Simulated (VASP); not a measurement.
The system is NaCl.

```
Na Cl
1.0
     0.00000    2.84345    2.84345
     2.84345    0.00000    2.84345
     2.84345    2.84345    0.00000
Na Cl
1 1
Direct
  0.00000 0.00000 0.00000
  0.50000 0.50000 0.50000
```

| Item | Value |
| --- | --- |
| Program | VASP 6.6.1 |
| Task | relaxation of cell and atoms |
| Functional | LDA |
| Potentials or basis | VASP PAW LDA potentials, release 64 (Na_pv, Cl) |
| Cutoff | 600 eV |
| k mesh | 8 × 8 × 8 |
| Occupations | gaussian, width 0.02 eV |
| Spin | no spin polarisation |

At the start: pressure -2.9 GPa; volume 22.99 Å³/atom.

Question: Where does the relaxation end?

Answer: Over 4 steps the energy falls by 26.0 meV/atom and the volume is 20.40 Å³/atom (-11.3 %); space group Fm-3m (No. 225, to 0.05 Å).

The path:
| step | energy change (eV) | largest force (eV/Å) | pressure (GPa) | volume (Å³) |
| --- | --- | --- | --- | --- |
| 1 | 0.0000 | 0.0000 | -2.88 | 45.98 |
| 2 | -0.0387 | 0.0000 | -1.64 | 43.28 |
| 3 | -0.0519 | 0.0000 | -0.20 | 41.07 |
| 4 | -0.0521 | 0.0000 | 0.01 | 40.79 |

Final structure:
```
Na Cl
1.0
     0.00000    2.73227    2.73227
     2.73227    0.00000    2.73227
     2.73227    2.73227    0.00000
Na Cl
1 1
Cartesian
  2.7323 0.0000 2.7323
  2.7323 2.7323 2.7323
```

Caveat: the volume moved by -11 % from the deposited cell, more than functionals usually miss.
